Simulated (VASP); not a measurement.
```
CELL_PARAMETERS angstrom
      0.00000     2.25300     2.25300
      2.25300     0.00000     2.25300
      2.25300     2.25300     0.00000
ATOMIC_POSITIONS crystal
  Al 0.00000 0.00000 0.00000
  N  0.25000 0.25000 0.25000
```

Calculation: revPBE GGA, VASP's PBE PAW potentials (set 64) (plane waves; VASP 6.6.1). Run with 520 eV cut-off, 10×10×10 Γ-centred mesh, Gaussian smearing of 0.050 eV, potentials Al N.

Problem. What does the run give for the energy per atom (σ→0), pressure, band gap (on the k-mesh) with the smallest direct gap where there is one?

Solution. 
- band gap (on the k-mesh): 3.30 eV
- smallest direct gap (on the k-mesh): 3.43 eV
- energy per atom (σ→0): -7.103 eV/atom
- pressure: -9.77 GPa

The absolute energy has meaning only against runs of the same code, potentials and settings.

The compound is AlN in the zinc blende structure, a metastable form; wurtzite is the usual one. This cell is one point of a volume scan, at 1.06 of the reference volume.
